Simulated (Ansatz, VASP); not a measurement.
# Cross-check of Si between VASP and Ansatz, part 2 of 2

One calculation is typed for both programs; each brings its own data sets. How far apart do they land? The structure shown is frame 338 of Ansatz's trajectory.

VASP 6.6.1 and Ansatz 0.2.0.

So far: The starting structure; Ansatz: dynamics, LDA.

## (3) VASP: single point, LDA

Level of this step: LDA; plane waves and PAW (Si) (VASP).

The same cell, functional (in two slightly different forms), mesh and smearing now go to VASP, with its own data sets.

Lines of VASP's logs that name or quote its potential files are left out, and so is its time.

The input, INCAR:

```
SYSTEM = Si
PREC = Accurate
ENCUT = 400
EDIFF = 1E-06
NELM = 120
ISMEAR = -1
SIGMA = 0.15
LREAL = Auto
ALGO = Normal
GGA = PW92
NBANDS = 208
LORBIT = 11
LWAVE = .FALSE.
LCHARG = .FALSE.
ISIF = 2
LASPH = .TRUE.
GGA_COMPAT = .FALSE.
NCORE = 2
```

The input, POSCAR:

```
Si
1.0
   11.0844950000      0.0000000000      0.0000000000
    0.0000000000     11.0844950000      0.0000000000
    0.0000000000      0.0000000000     11.0844950000
Si
76
Direct
    0.5618388569      0.4832786699      0.0751229533
    0.0565564782      0.6663903047      0.5389961383
    0.9455369866      0.6627816603      0.0929320641
    0.7403765350      0.9104429205      0.6794265323
    0.0913438095      0.8489065131      0.4084173433
    0.8455234091      0.6445580065      0.4819705363
    0.4154361565      0.8322616411      0.4225000778
    0.5377872424      0.0340295160      0.1979251197
    0.1134828425      0.1740629591      0.8116653037
    0.9917546988      0.3518608651      0.7723852102
    0.8236820893      0.0421855033      0.4457126824
    0.8904059229      0.5320134115      0.9479818431
    0.8515227802      0.0926519431      0.0984528389
    0.2320538735      0.6243044902      0.0853268462
    0.8784883750      0.8609954716      0.3314720247
    0.9774279297      0.4888179389      0.2177004906
    0.4988409486      0.2751681515      0.1813704639
    0.8244940342      0.2268393824      0.6942761037
    0.7528353795      0.6897201902      0.2851099667
    0.9787450849      0.1500113447      0.5564258904
    0.0926790079      0.0751324260      0.3752629236
    0.1220353295      0.6946459897      0.2415446080
    0.1497767828      0.3446074900      0.0283098147
    0.5415131677      0.6740316090      0.1687762952
    0.2010014890      0.5103795888      0.9176782524
    0.6952684809      0.4667149924      0.9015205474
    0.3611982323      0.5150708264      0.6982907205
    0.3723940513      0.6545810161      0.3305518204
    0.2419415589      0.4831433457      0.4221031269
    0.2954036246      0.2102937482      0.4943932944
    0.4531645330      0.7664580118      0.6387120027
    0.2653797038      0.9411524837      0.9884618108
    0.0242234761      0.5160180955      0.4078760467
    0.4874105676      0.0618165284      0.5808293477
    0.6273628163      0.0444228627      0.4224188833
    0.6426093385      0.0942487682      0.7457624366
    0.7067078834      0.4348145766      0.6881865164
    0.0433943991      0.5762463694      0.8034556378
    0.4454600773      0.3796654696      0.5027653493
    0.0858496485      0.2949705873      0.4764042024
    0.6627365523      0.6556996958      0.5950654495
    0.3535118199      0.0662907963      0.3203213137
    0.2324327811      0.9869642234      0.5061304101
    0.4041320782      0.5811451040      0.9091614007
    0.1009428034      0.9132481904      0.6736527014
    0.2659931733      0.4194868598      0.1846182438
    0.5903200822      0.2779828941      0.3676577057
    0.6119178185      0.8596783164      0.4933377660
    0.0858857350      0.7576980277      0.9318146654
    0.1461771601      0.1271690772      0.0154725136
    0.5983854023      0.8547705601      0.8704947767
    0.3034509015      0.1858542045      0.7240835058
    0.1838784717      0.9363078787      0.2106546126
    0.4243675513      0.7915471115      0.0246380191
    0.2793271141      0.6885383592      0.5592857410
    0.8832517855      0.1980604439      0.3000677974
    0.9255536675      0.3149263904      0.0507470119
    0.3477109241      0.1092065989      0.0595877395
    0.5661692301      0.6566469650      0.7794220666
    0.1944878860      0.3791602594      0.6658039000
    0.8993729529      0.5296768143      0.6536337470
    0.0157160971      0.9364161380      0.0621137905
    0.6126846555      0.2887637191      0.5719520826
    0.9256082483      0.8771170901      0.5533946292
    0.5783574263      0.5644280592      0.4080113708
    0.4717851377      0.2912536836      0.9625517446
    0.8992471015      0.8054403922      0.8466240456
    0.8648116130      0.3193830662      0.4735623950
    0.7223603782      0.4206145612      0.2900087013
    0.8009295868      0.1971857987      0.9136907004
    0.2357076258      0.7588708371      0.7712214224
    0.7647439058      0.7048945396      0.9737831990
    0.4737789137      0.0468943330      0.8945648855
    0.9960575561      0.9882633354      0.8729671492
    0.4748885718      0.2897019666      0.7592587664
    0.6659121593      0.1889756818      0.0991389324
```

The input, KPOINTS:

```
Automatic mesh
0
Gamma
1 1 1
0 0 0
```

The projector-augmented-wave data sets are Si (LDA family, release 64).

On the command line:

```bash
mpirun -np 8 vasp_gam
```

Numbers of over 12 decimals in the logs are rounded to 6 here.

The log of the run:

```text
[banner, memory and clock lines left out]
running    8 mpi-ranks, on    1 nodes
[...]
|                                                                             |
|               ----> ADVICE to this user running VASP <----                  |
|                                                                             |
|     You enforced a specific xc type in the INCAR file but a different       |
|     [... a line on the potential file left out ...]
|     I HOPE YOU KNOW WHAT YOU ARE DOING!                                     |
|                                                                             |

 LDA part: xc-table for (Slater(with rela. corr.)+PW92), standard interpolation
 POSCAR, INCAR and KPOINTS ok, starting setup
[...]
entering main loop
       N       E                     dE             d eps       ncg     rms          rms(c)
DAV:   1     0.125046203656E+04    0.12505E+04   -0.11411E+05   416   0.106E+03
DAV:   2    -0.245172713982E+03   -0.14956E+04   -0.13893E+04   544   0.198E+02
DAV:   3    -0.410666075414E+03   -0.16549E+03   -0.15746E+03   520   0.582E+01
DAV:   4    -0.416698766151E+03   -0.60327E+01   -0.59229E+01   528   0.127E+01
[...]
DAV:  14    -0.408952079106E+03    0.40978E-05   -0.72919E-05   488   0.150E-02    0.207E-02
DAV:  15    -0.408952079037E+03    0.68820E-07   -0.13059E-05   496   0.674E-03    0.902E-03
DAV:  16    -0.408952078920E+03    0.11707E-06   -0.24450E-06   288   0.286E-03
   1 F= -.40895208E+03 E0= -.40775139E+03  d E =-.240138E+01
```

OUTCAR, selected parts (step 3):

```text
  Total      -24.4060272    -22.0657806     -7.6131078      5.1974351      5.0621099      5.3615431
  in kB      -28.7117682    -25.9586524     -8.9562215      6.1143729      5.9551735      6.3074331
  external PRESSURE =     -21.2088807 kB  Pullay stress =       0.0000000 kB

 POSITION                                       TOTAL-FORCE (eV/Angst)
 -----------------------------------------------------------------------------------
      6.22770      5.35690      0.83270        -0.244726     -0.709689     -0.807098
      0.62690      7.38660      5.97450         0.442499      1.035639      1.087082
     10.48080      7.34660      1.03010         0.096436      1.255909      1.070975
      8.20670     10.09180      7.53110        -0.107408     -0.335274      0.291101
      1.01250      9.40970      4.52710        -0.142068     -0.522434     -0.521833
      9.37220      7.14460      5.34240         0.133074      0.684393     -0.326643
      4.60490      9.22520      4.68320        -0.923459      1.061522      0.229929
      5.96110      0.37720      2.19390         0.090604      0.012846      0.746875
      1.25790      1.92940      8.99690        -0.719193     -0.011163     -0.264413
     10.99310      3.90020      8.56150         0.180788     -0.519202      0.253538
      9.13010      0.46761      4.94050         1.770345      0.327474     -0.378304
      9.86970      5.89710     10.50790         0.352013     -2.025222     -0.886179
      9.43870      1.02700      1.09130         1.355299      0.434640      0.635545
      2.57220      6.92010      0.94581         1.572705      0.169094     -0.184567
[...]
-----------------------------------------------------------------------------------
    total drift:                                0.006722     -0.000974      0.000474

  FREE ENERGIE OF THE ION-ELECTRON SYSTEM (eV)
  ---------------------------------------------------
  free  energy   TOTEN  =      -408.9520789197 eV

  energy  without entropy=     -406.5506995952  energy(sigma->0) =     -407.75138926

[... 3 further parts left out ...]
[key lines of the parts left out:]
E-fermi :   7.0963
```

The run ends at a pressure of -2.12 GPa, with forces up to 3.1 eV/Å.

## (4) Side by side

Known differences besides the potentials themselves: the cutoff is 420 eV in Ansatz and 400 eV in VASP (PREC = Accurate, projectors in real space); VASP's log shows a relativistic correction to its local exchange, Ansatz's none. Total energies have different zeros and are not compared.

Forces on 10 of the 76 atoms, those with the largest forces and the largest differences (eV/Å; atoms numbered as in POSCAR):

```tsv
atom	Ansatz x, y, z	VASP x, y, z
Si7	-0.918, 1.064, 0.228	-0.923, 1.062, 0.230
Si20	-1.323, -2.084, 1.746	-1.326, -2.083, 1.746
Si32	-0.226, -2.512, -0.957	-0.222, -2.512, -0.955
Si35	-1.422, 2.192, -1.690	-1.421, 2.195, -1.691
Si47	-0.085, -0.868, 0.058	-0.084, -0.867, 0.063
Si58	1.516, 1.949, 1.212	1.522, 1.948, 1.212
Si62	0.393, -0.061, 2.433	0.394, -0.060, 2.431
Si63	1.043, -1.460, 1.985	1.042, -1.461, 1.987
Si72	-1.349, 0.398, 0.293	-1.344, 0.396, 0.295
Si74	-0.080, 1.440, -2.636	-0.081, 1.439, -2.632
```

The forces differ by 2.2 meV/Å r.m.s., which is 0.3 % of the r.m.s. force of 0.822 eV/Å (both taken over all components).

## (5) Outcome

```yaml
r_m_s_force_difference_single_point_lda: 0.27 % of the r.m.s. force
```

The r.m.s. force difference is 0.27 % of the r.m.s. force (single point, LDA), within the 3 % picked in this series as the mark of a large difference. 2 further runs of this series are not shown here. Such differences can come from data sets, numerical settings and the points named under the comparisons, not from the functional's error against experiment.

[Lines on the potential files, build, host, timing and source positions are cut from VASP's logs without a mark.]

[Logs are printed without paths, hosts, clocks, repeated set-up lines and the standing remarks that a program may print on its own settings, such as how far it seeks lower states.]

[Hosts, paths, dates, database ids (printed as entryN), source tags and the programs' standing remarks are cut or masked in the printed files.]
